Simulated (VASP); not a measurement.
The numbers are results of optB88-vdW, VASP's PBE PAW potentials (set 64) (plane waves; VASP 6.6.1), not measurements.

VASP ran on this input.

File POSCAR:
```
MnF2
1.0
  4.8200201499   0.0000000000   0.0000000000
  0.0000000000   4.8200201499   0.0000000000
  0.0000000000   0.0000000000   3.2769779244
Mn F
2 4
Cart
  0.0000000000   0.0000000000   0.0000000000
  2.4100100750   2.4100100750   1.6384889622
  1.4609281901   1.4609281901   0.0000000000
  3.8709382651   0.9490818848   1.6384889622
  0.9490818848   3.8709382651   1.6384889622
  3.3590919598   3.3590919598   0.0000000000
```

File KPOINTS:
```
kpoints
0
G
 5 5 7
0 0 0
```

**INCAR**
```
# general
SYSTEM   = MnF2
PREC     = Accurate
ENCUT    = 520
LREAL    = .FALSE.
LASPH    = .TRUE.   # aspherical one-centre terms

# electronic loop
EDIFF    = 1E-7
NELM     = 100   # most electronic steps
ALGO     = Normal
LMAXMIX  = 4

# smearing
ISMEAR   = 0   # Gaussian
SIGMA    = 0.05

# functional
GGA      = BO
LUSE_VDW = .TRUE.
AGGAC    = 0.0
PARAM1   = 0.1833333333
PARAM2   = 0.22

# spin
ISPIN    = 2   # spin-polarised
MAGMOM   = 4.5 -4.5 -0.0 2*0.0 -0.0

# ions
IBRION   = 2   # conjugate gradients
NSW      = 30
ISIF     = 4   # ions and shape, fixed volume
EDIFFG   = -0.01

# output
LWAVE    = .FALSE.
LCHARG   = .FALSE.
LORBIT   = 10
```

POTCAR, in this order: Mn_pv F (PBE.64 set). Program: vasp_std.

Output of the run:

### OSZICAR
```
       N       E                     dE             d eps       ncg     rms          rms(c)
DAV:   1     0.730081623108E+03    0.73008E+03   -0.31616E+04  3112   0.192E+03
DAV:   2     0.450479276698E+02   -0.68503E+03   -0.66155E+03  3440   0.555E+02
DAV:   3    -0.271496093464E+02   -0.72198E+02   -0.71561E+02  3424   0.187E+02
DAV:   4    -0.289813885492E+02   -0.18318E+01   -0.18247E+01  3696   0.300E+01
DAV:   5    -0.290113338730E+02   -0.29945E-01   -0.29942E-01  3288   0.426E+00    0.219E+01
DAV:   6    -0.250000097508E+02    0.40113E+01   -0.26536E+01  3680   0.373E+01    0.154E+01
DAV:   7    -0.251176173773E+02   -0.11761E+00   -0.18043E+00  3280   0.107E+01    0.105E+01
DAV:   8    -0.249331744996E+02    0.18444E+00   -0.43810E-01  3136   0.611E+00    0.336E+00
DAV:   9    -0.251273594794E+02   -0.19418E+00   -0.97483E-02  3872   0.345E+00    0.921E-01
DAV:  10    -0.251297759412E+02   -0.24165E-02   -0.18534E-02  3144   0.884E-01    0.176E-01
DAV:  11    -0.251299474713E+02   -0.17153E-03   -0.56883E-04  3640   0.218E-01    0.628E-02
DAV:  12    -0.251301152329E+02   -0.16776E-03   -0.90066E-05  3280   0.769E-02    0.509E-02
DAV:  13    -0.251301372082E+02   -0.21975E-04   -0.19376E-05  3328   0.341E-02    0.131E-02
DAV:  14    -0.251301422652E+02   -0.50569E-05   -0.46097E-06  3368   0.193E-02    0.249E-03
DAV:  15    -0.251301436095E+02   -0.13443E-05   -0.40348E-07  3120   0.443E-03    0.156E-03
DAV:  16    -0.251301437574E+02   -0.14782E-06   -0.64821E-08  2072   0.197E-03    0.706E-04
DAV:  17    -0.251301437857E+02   -0.28301E-07   -0.92209E-09  1808   0.826E-04
   1 F= -.25130144E+02 E0= -.25130144E+02  d E =-.251301E+02  mag=    -0.0000
       N       E                     dE             d eps       ncg     rms          rms(c)
DAV:   1    -0.251310618554E+02   -0.91810E-03   -0.20909E-01  3088   0.335E+00    0.258E-01
DAV:   2    -0.251309602679E+02    0.10159E-03   -0.56518E-03  3664   0.550E-01    0.156E-01
DAV:   3    -0.251307460602E+02    0.21421E-03   -0.22075E-04  3896   0.127E-01    0.859E-02
DAV:   4    -0.251306927005E+02    0.53360E-04   -0.10439E-04  3648   0.756E-02    0.256E-02
DAV:   5    -0.251306936423E+02   -0.94179E-06   -0.11120E-05  3176   0.219E-02    0.145E-02
DAV:   6    -0.251306936799E+02   -0.37570E-07   -0.71340E-07  4000   0.686E-03
   2 F= -.25130694E+02 E0= -.25130694E+02  d E =-.549894E-03  mag=     0.0000
       N       E                     dE             d eps       ncg     rms          rms(c)
DAV:   1    -0.251310118502E+02   -0.31821E-03   -0.92445E-02  3072   0.222E+00    0.171E-01
DAV:   2    -0.251309706621E+02    0.41188E-04   -0.25060E-03  3664   0.366E-01    0.103E-01
DAV:   3    -0.251308757515E+02    0.94911E-04   -0.97318E-05  3912   0.843E-02    0.570E-02
DAV:   4    -0.251308517857E+02    0.23966E-04   -0.46068E-05  3648   0.502E-02    0.170E-02
DAV:   5    -0.251308523096E+02   -0.52388E-06   -0.49270E-06  3192   0.146E-02    0.967E-03
DAV:   6    -0.251308523347E+02   -0.25066E-07   -0.31070E-07  3312   0.456E-03
   3 F= -.25130852E+02 E0= -.25130852E+02  d E =-.708549E-03  mag=    -0.0000
```

### OUTCAR
```
------------------------ aborting loop because EDIFF is reached ----------------------------------------
  FORCE on cell =-STRESS in cart. coord.  units (eV):
  Direction    XX          YY          ZZ          XY          YZ          ZX
  --------------------------------------------------------------------------------------
  Total        1.4720873      1.4720873      1.5183521      0.0000000      0.0000000      0.0000000
  in kB       30.9793950     30.9793950     31.9530164      0.0000000      0.0000000      0.0000000
  external PRESSURE =      31.3039355 kB  Pullay stress =       0.0000000 kB
  volume of cell :       76.13
      direct lattice vectors                 reciprocal lattice vectors
     4.814913113  0.000000000  0.000000000     0.207688068 -0.000000000  0.000000000
     0.000000000  4.814913113  0.000000000    -0.000000000  0.207688068  0.000000000
     0.000000000  0.000000000  3.283933200     0.000000000  0.000000000  0.304512893
 POSITION                                       TOTAL-FORCE (eV/Angst)
 -----------------------------------------------------------------------------------
      0.00000      0.00000      0.00000         0.000000      0.000000      0.000000
      2.40746      2.40746      1.64197         0.000000      0.000000      0.000000
      1.45679      1.45679      0.00000        -0.004986     -0.004986     -0.000000
      3.86425      0.95066      1.64197        -0.004986      0.004986      0.000000
      0.95066      3.86425      1.64197         0.004986     -0.004986      0.000000
      3.35812      3.35812      0.00000         0.004986      0.004986      0.000000
 -----------------------------------------------------------------------------------
    total drift:                                0.000000      0.000000      0.000000
  FREE ENERGIE OF THE ION-ELECTRON SYSTEM (eV)
  ---------------------------------------------------
  free  energy   TOTEN  =       -25.1308523347 eV

  energy  without entropy=      -25.1308523347  energy(sigma->0) =      -25.13085233

 total charge

# of ion       s       p       d       tot
------------------------------------------
    1        0.168   6.154   4.982  11.305
    2        0.168   6.154   4.982  11.305
    3        1.728   4.369   0.000   6.096
    4        1.728   4.369   0.000   6.096
    5        1.728   4.369   0.000   6.096
    6        1.728   4.369   0.000   6.096
--------------------------------------------------
tot          7.247  29.783   9.964  46.995

 magnetization (x)

# of ion       s       p       d       tot
------------------------------------------
    1        0.016   0.014   4.482   4.511
    2       -0.016  -0.014  -4.482  -4.511
    3       -0.003  -0.024   0.000  -0.027
    4        0.003   0.024   0.000   0.027
    5        0.003   0.024   0.000   0.027
    6       -0.003  -0.024   0.000  -0.027
--------------------------------------------------
tot         -0.000   0.000  -0.000  -0.000

 reached required accuracy - stopping structural energy minimisation
```
(Selected blocks of OUTCAR.)

File CONTCAR:
```
MnF2
   1.00000000000000
     4.8149131126623645    0.0000000000000000    0.0000000000000000
     0.0000000000000000    4.8149131126623645    0.0000000000000000
     0.0000000000000000    0.0000000000000000    3.2839331999785513
  Mn              F
     2     4
Direct
     0.0000000000000000    0.0000000000000000    0.0000000000000000
     0.5000000000000000    0.5000000000000000    0.5000000000000000
     0.3025587692618217    0.3025587692618217    0.0000000000000000
     0.8025587692618217    0.1974412307381783    0.5000000000000000
     0.1974412307381783    0.8025587692618217    0.5000000000000000
     0.6974412307381783    0.6974412307381783    0.0000000000000000
```

**OUTCAR**
```
 val. band max:        2.9046757075   @ k =   0.4000   0.2000   0.4286

 cond. band min:       5.0161065243   @ k =   0.0000   0.0000   0.0000


 Fermi energy:         3.2749633564

 spin component 1

 k-point     1 :       0.0000    0.0000    0.0000
  band No.  band energies     occupation
      1     -46.5438      1.00000
      2     -46.4757      1.00000
      3     -46.4726      1.00000
      4     -41.8646      1.00000
      5     -41.7942      1.00000
      6     -41.7916      1.00000
      7     -21.3140      1.00000
      8     -20.7485      1.00000
      9     -20.7304      1.00000
     10     -20.6763      1.00000
     11      -4.8732      1.00000
     12      -3.8886      1.00000
     13      -3.5043      1.00000
     14      -3.2771      1.00000
     15      -2.8736      1.00000
     16      -2.8612      1.00000
     17      -2.8227      1.00000
     18      -2.8126      1.00000
     19      -1.8812      1.00000
     20      -1.5196      1.00000
     21      -1.5068      1.00000
     22      -1.2095      1.00000
     23       1.1624      1.00000
     24       1.4439      1.00000
     25       1.6060      1.00000
     26       2.5374      1.00000
     27       2.7692      1.00000
     28       5.0161      0.00000
     29       5.2493      0.00000
     30       5.7049      0.00000
     31       5.7061      0.00000
     32       6.6819      0.00000

 k-point     2 :       0.2000    0.0000    0.0000
  band No.  band energies     occupation
      1     -46.5438      1.00000
      2     -46.4757      1.00000
      3     -46.4726      1.00000
      4     -41.8646      1.00000
      5     -41.7942      1.00000
      6     -41.7916      1.00000
      7     -21.2641      1.00000
      8     -20.8149      1.00000
      9     -20.7166      1.00000
     10     -20.6782      1.00000
     11      -4.7209      1.00000
     12      -3.8824      1.00000
     13      -3.4081      1.00000
     14      -3.2887      1.00000
...
```

The compound is MnF2 in the rutile structure. This cell is one point of a volume scan, at 0.97 of the reference volume. Symmetry was kept, so distortions that lower it aren't found.
